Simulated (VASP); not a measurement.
Shape and ions are relaxed at each volume.

Consider the following.

```yaml
crystal:
  lattice:
    - [1.82008, -3.15247, 0.00000]
    - [1.82008, 3.15247, 0.00000]
    - [0.00000, 0.00000, 5.66133]
  atoms:
    - { symbol: Ho, position: [0.33333, 0.66667, 0.25000] }
    - { symbol: Ho, position: [0.66667, 0.33333, 0.75000] }
```

All values below come from revPBE GGA, VASP's PBE PAW potentials (set 64) (plane waves; VASP). Settings: 520 eV cut-off, 12×12×7 Γ-centred mesh, first-order Methfessel-Paxton smearing of 0.10 eV, potentials Ho_3.

The 4f electrons are frozen in the core of the lanthanide potential, so 4f levels, which can set the real gap, and their magnetism are missing.

Question: Give the energy at these volumes per atom, relative to the lowest: 30.41, 31.38, 32.35, 33.32, 34.29 Å³.

Answer: 18.0, 4.9, 0.0, 2.6, 11.8 meV/atom. A third-order Birch-Murnaghan fit gives B0 = 40.5 GPa and B0′ = 2.5.

Measured: bulk modulus 40.2 GPa (computed value off by +0.7 %), as given by Wikipedia, Holmium (infobox). The calculation is for a static lattice, while the measured bulk modulus holds thermal and zero-point effects, which are part of the difference.

The compound is Ho in the hcp structure. It was relaxed first.
